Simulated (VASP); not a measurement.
Method: PBEsol GGA, VASP's PBE PAW potentials (set 64) (plane waves; VASP).

VASP ran on this input.

**KPOINTS**
```
kpoints
0
Gamma
 11 11 11
```

### POSCAR
```
As
1
    3.6803640000    -1.8800000000     0.0000000000
    3.6803640000     1.8800000000     0.0000000000
    2.7200240000     0.0000000000     3.1114220000
As
2
Direct
  0.2270000000   0.2270000000   0.2270000000
  0.7730000000   0.7730000000   0.7730000000
```

INCAR:
```
SYSTEM = As
PREC = Accurate
ENCUT = 400
EDIFF = 1E-6
NELM = 100
ALGO = Normal
LREAL = .FALSE.
LASPH = .TRUE.
ISMEAR = 1
SIGMA = 0.1
GGA = PS
LMAXMIX = 4
LWAVE = .FALSE.
LCHARG = .FALSE.
IBRION = 2
ISIF = 3
NSW = 60
EDIFFG = -0.01
```

POTCAR, in this order: As (PBE.64 set). Program: vasp_std.

Output of the run:

OSZICAR:
```
       N       E                     dE             d eps       ncg     rms          rms(c)
DAV:   1     0.235445570151E+02    0.23545E+02   -0.37093E+03  2644   0.744E+02
DAV:   2    -0.927794837855E+01   -0.32823E+02   -0.31789E+02  4061   0.111E+02
DAV:   3    -0.102344146719E+02   -0.95647E+00   -0.95526E+00  3019   0.228E+01
DAV:   4    -0.102385174840E+02   -0.41028E-02   -0.41020E-02  3306   0.165E+00
DAV:   5    -0.102385265672E+02   -0.90832E-05   -0.90834E-05  2985   0.694E-02    0.340E+00
DAV:   6    -0.102165929833E+02    0.21934E-01   -0.68228E-03  2874   0.563E-01    0.203E+00
DAV:   7    -0.102047118523E+02    0.11881E-01   -0.14213E-02  2774   0.839E-01    0.676E-02
DAV:   8    -0.102047295197E+02   -0.17667E-04   -0.35615E-04  2715   0.145E-01    0.234E-02
DAV:   9    -0.102047437283E+02   -0.14209E-04   -0.33309E-05  3120   0.430E-02    0.113E-02
DAV:  10    -0.102047431716E+02    0.55664E-06   -0.26762E-06  2357   0.109E-02
   1 F= -.10204743E+02 E0= -.10204726E+02  d E =-.102047E+02
       N       E                     dE             d eps       ncg     rms          rms(c)
DAV:   1    -0.102093667659E+02   -0.46230E-02   -0.27034E-01  2651   0.320E+00    0.136E-01
DAV:   2    -0.102101418950E+02   -0.77513E-03   -0.98569E-03  2850   0.732E-01    0.105E-01
DAV:   3    -0.102100184573E+02    0.12344E-03   -0.16856E-04  3218   0.879E-02    0.429E-02
DAV:   4    -0.102099978929E+02    0.20564E-04   -0.67456E-05  2855   0.544E-02    0.588E-03
DAV:   5    -0.102099974367E+02    0.45617E-06   -0.67519E-06  2713   0.184E-02
   2 F= -.10209997E+02 E0= -.10210020E+02  d E =-.525427E-02
       N       E                     dE             d eps       ncg     rms          rms(c)
DAV:   1    -0.102102916093E+02   -0.29372E-03   -0.34775E-02  2652   0.115E+00    0.486E-02
DAV:   2    -0.102103923883E+02   -0.10078E-03   -0.12684E-03  2860   0.263E-01    0.363E-02
DAV:   3    -0.102103764234E+02    0.15965E-04   -0.20341E-05  3219   0.308E-02    0.150E-02
DAV:   4    -0.102103730915E+02    0.33319E-05   -0.83022E-06  2820   0.191E-02    0.212E-03
DAV:   5    -0.102103729958E+02    0.95709E-07   -0.80562E-07  1333   0.645E-03
   3 F= -.10210373E+02 E0= -.10210412E+02  d E =-.562982E-02
       N       E                     dE             d eps       ncg     rms          rms(c)
DAV:   1    -0.102160671064E+02   -0.56940E-02   -0.15774E-01  2641   0.230E+00    0.194E-01
DAV:   2    -0.102148975015E+02    0.11696E-02   -0.48193E-03  2700   0.511E-01    0.117E-01
DAV:   3    -0.102142493862E+02    0.64812E-03   -0.19816E-03  2760   0.253E-01    0.223E-02
DAV:   4    -0.102142484096E+02    0.97656E-06   -0.47708E-05  2856   0.550E-02    0.169E-02
DAV:   5    -0.102142470350E+02    0.13746E-05   -0.54521E-06  2992   0.159E-02    0.620E-03
DAV:   6    -0.102142468418E+02    0.19325E-06   -0.76087E-07  1338   0.635E-03
   4 F= -.10214247E+02 E0= -.10214316E+02  d E =-.387385E-02
       N       E                     dE             d eps       ncg     rms          rms(c)
DAV:   1    -0.102308155178E+02   -0.16568E-01   -0.97726E-01  2646   0.575E+00    0.488E-01
DAV:   2    -0.102235590940E+02    0.72564E-02   -0.29144E-02  2690   0.127E+00    0.293E-01
DAV:   3    -0.102195984263E+02    0.39607E-02   -0.12091E-02  2804   0.630E-01    0.565E-02
DAV:   4    -0.102195905765E+02    0.78497E-05   -0.29679E-04  2850   0.138E-01    0.433E-02
DAV:   5    -0.102195825941E+02    0.79824E-05   -0.33835E-05  3237   0.400E-02    0.158E-02
DAV:   6    -0.102195823913E+02    0.20278E-06   -0.46042E-06  2658   0.155E-02
   5 F= -.10219582E+02 E0= -.10219660E+02  d E =-.920940E-02
       N       E                     dE             d eps       ncg     rms          rms(c)
DAV:   1    -0.102206274028E+02   -0.10448E-02   -0.71849E-02  2645   0.156E+00    0.133E-01
DAV:   2    -0.102201092235E+02    0.51818E-03   -0.21501E-03  2698   0.346E-01    0.810E-02
DAV:   3    -0.102198171123E+02    0.29211E-03   -0.86699E-04  2824   0.169E-01    0.153E-02
DAV:   4    -0.102198164751E+02    0.63721E-06   -0.18764E-05  2870   0.351E-02    0.114E-02
DAV:   5    -0.102198158004E+02    0.67465E-06   -0.23265E-06  2013   0.106E-02
   6 F= -.10219816E+02 E0= -.10219893E+02  d E =-.944280E-02
       N       E                     dE             d eps       ncg     rms          rms(c)
DAV:   1    -0.102198319464E+02   -0.15471E-04   -0.12701E-03  2653   0.207E-01    0.178E-02
DAV:   2    -0.102198228386E+02    0.91078E-05   -0.37029E-05  2696   0.455E-02    0.108E-02
DAV:   3    -0.102198173313E+02    0.55073E-05   -0.15058E-05  2805   0.222E-02    0.203E-03
DAV:   4    -0.102198173231E+02    0.81425E-08   -0.29024E-07  1356   0.446E-03
   7 F= -.10219817E+02 E0= -.10219894E+02  d E =-.944433E-02
       N       E                     dE             d eps       ncg     rms          rms(c)
DAV:   1    -0.102203463645E+02   -0.52903E-03   -0.95308E-03  2688   0.612E-01    0.485E-02
DAV:   2    -0.102202809365E+02    0.65428E-04   -0.22818E-04  2976   0.107E-01    0.267E-02
DAV:   3    -0.102202543998E+02    0.26537E-04   -0.93639E-05  3320   0.600E-02    0.565E-03
DAV:   4    -0.102202546479E+02   -0.24812E-06   -0.84520E-06  2712   0.222E-02
   8 F= -.10220255E+02 E0= -.10220335E+02  d E =-.437325E-03
       N       E                     dE             d eps       ncg     rms          rms(c)
DAV:   1    -0.102204426920E+02   -0.18829E-03   -0.75535E-03  2689   0.544E-01    0.431E-02
DAV:   2    -0.102203895761E+02    0.53116E-04   -0.18381E-04  2961   0.959E-02    0.236E-02
DAV:   3    -0.102203683323E+02    0.21244E-04   -0.76810E-05  3329   0.543E-02    0.505E-03
DAV:   4    -0.102203685619E+02   -0.22959E-06   -0.68948E-06  2713   0.201E-02
   9 F= -.10220369E+02 E0= -.10220441E+02  d E =-.551239E-03
```

OUTCAR:
```
------------------------ aborting loop because EDIFF is reached ----------------------------------------
  FORCE on cell =-STRESS in cart. coord.  units (eV):
  Direction    XX          YY          ZZ          XY          YZ          ZX
  --------------------------------------------------------------------------------------
  Total        0.0040334     -0.0046340     -0.0038083      0.0000000     -0.0000000      0.0026752
  in kB        0.1546376     -0.1776670     -0.1460100      0.0000000     -0.0000000      0.1025657
  external PRESSURE =      -0.0563465 kB  Pullay stress =       0.0000000 kB
  volume of cell :       41.79
      direct lattice vectors                 reciprocal lattice vectors
     3.534291104 -1.894473440 -0.053830589     0.139698928 -0.263925579 -0.116352466
     3.534291104  1.894473440 -0.053830589     0.139698928  0.263925579 -0.116352466
     2.566557804 -0.000000000  3.081545125     0.004880717  0.000000000  0.320447476
 POSITION                                       TOTAL-FORCE (eV/Angst)
 -----------------------------------------------------------------------------------
      2.22088     -0.00000      0.68547        -0.000838      0.000000     -0.000259
      7.41426     -0.00000      2.28841         0.000838     -0.000000      0.000259
 -----------------------------------------------------------------------------------
    total drift:                                0.000000      0.000000      0.000000
  FREE ENERGIE OF THE ION-ELECTRON SYSTEM (eV)
  ---------------------------------------------------
  free  energy   TOTEN  =       -10.2203685619 eV

  energy  without entropy=      -10.2205857286  energy(sigma->0) =      -10.22044095

 reached required accuracy - stopping structural energy minimisation
```
(Selected blocks of OUTCAR.)

**CONTCAR**
```
As
   1.00000000000000
     3.5342911039075853   -1.8944734395127645   -0.0538305891416544
     3.5342911039075853    1.8944734395127645   -0.0538305891416544
     2.5665578041688288   -0.0000000000000000    3.0815451252621808
  As
     2
Direct
     0.2304979451993591    0.2304979451993591    0.2304979452048848
     0.7695020548006412    0.7695020548006412    0.7695020547951151
```

Energy and stress use the plane-wave basis of the starting cell.

The compound is As in the a7 structure. This run relaxes it. Symmetry was kept, so distortions that lower it aren't found.
